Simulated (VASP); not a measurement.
The input files of a VASP run:

### KPOINTS
```
Automatic mesh
0
Gamma
6 6 3
0 0 0
```

**INCAR**
```
ALGO  =  Normal
EDIFF  =  1E-6
EDIFFG  =  -0.02
ENCUT  =  500
GGA  =  PS
IBRION  =  2
ISIF  =  3
ISMEAR  =  0
LASPH  =  T
LCHARG  =  F
LMAXMIX  =  4
LREAL  =  F
LWAVE  =  F
NELM  =  100
NSW  =  40
PREC  =  Accurate
PSTRESS  =  100
SIGMA  =  0.05
SYSTEM  =  InSb
```

POSCAR:
```
InSb
1
    4.4565624852     0.0000000000     0.0000000000
   -2.2282812427     3.8594966226     0.0000000000
    0.0000000000     0.0000000000     7.3345262563
In Sb
2 2
Direct
  0.3333330000   0.6666670000   0.0006012178
  0.6666670000   0.3333330000   0.5006012178
  0.3333330000   0.6666670000   0.3743987822
  0.6666670000   0.3333330000   0.8743987822
```

POTCAR, in this order: In_d Sb (PBE.64 set). Program: vasp_std.

Question: Write an equivalent input for Ansatz.

Answer: One equivalent input (not run):
Ansatz 0.2 input:
```yaml
crystal:
  lattice:
    - [4.4565625, 0.0000000, 0.0000000]
    - [-2.2282812, 3.8594966, 0.0000000]
    - [0.0000000, 0.0000000, 7.3345263]
  atoms:
    - { symbol: In, position: [0.3333330, 0.6666670, 0.0006012] }
    - { symbol: In, position: [0.6666670, 0.3333330, 0.5006012] }
    - { symbol: Sb, position: [0.3333330, 0.6666670, 0.3743988] }
    - { symbol: Sb, position: [0.6666670, 0.3333330, 0.8743988] }
kpoints:
  mp_grid: { grid: [6, 6, 3] }
hamiltonian:
  xc: pbesol
  pseudopotentials: { kind: paw }
scf:
  occupations: { method: gaussian, width: 0.05 }
  max_iter: 100
relax:
  max_steps: 40
  f_tol: 0.02
  cell: { p_target: 10 }
output: { forces: true, stress: true, eigenvalues: true }
```
The two are equivalent in intent, not identical: each code has its own PAW files, so the cut-off isn't converted (ENCUT is set for VASP's; basis.ecutwfc is left out, and Ansatz then takes the one that its files recommend); Ansatz stops its SCF on the density residual and VASP on the energy change (EDIFF).

The structure was generated: InSb was put into the wurtzite type (P6_3mc), which need not be its known phase. This run relaxes it under an external pressure of 10 GPa. Symmetry was kept, so distortions that lower it aren't found.
